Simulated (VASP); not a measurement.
```
HfC
1.0
    0.03476     2.31726     2.31726
    2.35202     0.00000     2.35202
    2.31726     2.31726     0.03476
Hf C
1 1
Direct
  0.00000   0.00000   0.00000
  0.50000   0.50000   0.50000
```

All values below come from r2SCAN meta-GGA, VASP's PBE PAW potentials (set 64) (plane waves; VASP 6.6.1). Run with 600 eV cut-off, 12×12×12 Γ-centred mesh, first-order Methfessel-Paxton smearing of 0.10 eV, potentials Hf_pv C.

Unless said otherwise, spin-orbit coupling is left out, though it shifts the bands of the heavy elements here.

Question: Estimate the energy per atom (σ→0), band gap (on the k-mesh) with the smallest direct gap where there is one.

Answer: 
The band gap (on the k-mesh) is none (metal, semimetal or under 0.01 eV) and the energy per atom (σ→0) comes out as -28665 meV/atom.

Total energies compare only between runs with the same potentials, cut-off and functional.

The compound is HfC in the rock salt structure. This cell was strained or had an atom moved on purpose.
